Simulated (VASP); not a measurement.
All values below come from PBE GGA, VASP's PBE PAW potentials (set 64) (plane waves; VASP 6.6.1).

VASP input:

### POSCAR
```
WSi
1
    4.2432345080    -0.0000000000     0.0000000000
   -2.1216172539     3.6747487381     0.0000000000
    0.0000000000     0.0000000000     4.8795188627
W Si
2 2
Direct
  0.3333330000   0.6666670000   0.9375017581
  0.6666670000   0.3333330000   0.4375017581
  0.3333330000   0.6666670000   0.4374982419
  0.6666670000   0.3333330000   0.9374982419
```

**KPOINTS**
```
Automatic mesh
0
Gamma
9 9 7
0 0 0
```

INCAR:
```
ALGO  =  Normal
EDIFF  =  1E-7
ENCUT  =  400
GGA  =  PE
ISIF  =  2
ISMEAR  =  -5
LASPH  =  T
LCHARG  =  T
LEFG  =  T
LMAXMIX  =  6
LORBIT  =  11
LREAL  =  F
LWAVE  =  F
NEDOS  =  601
NELM  =  100
PREC  =  Accurate
SYSTEM  =  WSi
```

POTCAR, in this order: W_sv Si (PBE.64 set). Program: vasp_std.

Unless said otherwise, spin-orbit coupling is left out, though it shifts the bands of the heavy elements here.

Task: What does the run give for the energy per atom (σ→0), band gap (on the k-mesh)?

Result: 
```
Property                                                    Result
------------------------  ----------------------------------------
energy per atom (σ→0)                               -8.550 eV/atom
band gap (on the k-mesh)  none (metal, semimetal or under 0.01 eV)
```

File OSZICAR:
```
...
DAV:   8    -0.341982889703E+02    0.24161E-01   -0.50113E-02  2366   0.135E+00    0.317E-01
DAV:   9    -0.341981702415E+02    0.11873E-03   -0.23937E-03  2574   0.317E-01    0.172E-01
DAV:  10    -0.341982151860E+02   -0.44945E-04   -0.32652E-04  2384   0.114E-01    0.477E-02
DAV:  11    -0.341982191264E+02   -0.39404E-05   -0.13280E-05  2640   0.219E-02    0.190E-02
DAV:  12    -0.341982235597E+02   -0.44332E-05   -0.44505E-06  2140   0.107E-02    0.358E-03
DAV:  13    -0.341982244932E+02   -0.93354E-06   -0.19191E-07  1878   0.322E-03    0.173E-03
DAV:  14    -0.341982244546E+02    0.38589E-07   -0.74772E-08  1518   0.189E-03
   1 F= -.34198224E+02 E0= -.34198224E+02  d E =0.000000E+00
```

The structure was generated: WSi was put into the wurtzite type (P6_3mc), which need not be its known phase. It was relaxed first, which changed the volume by -39 %. The relaxed cell has space group P6_3/mmc.
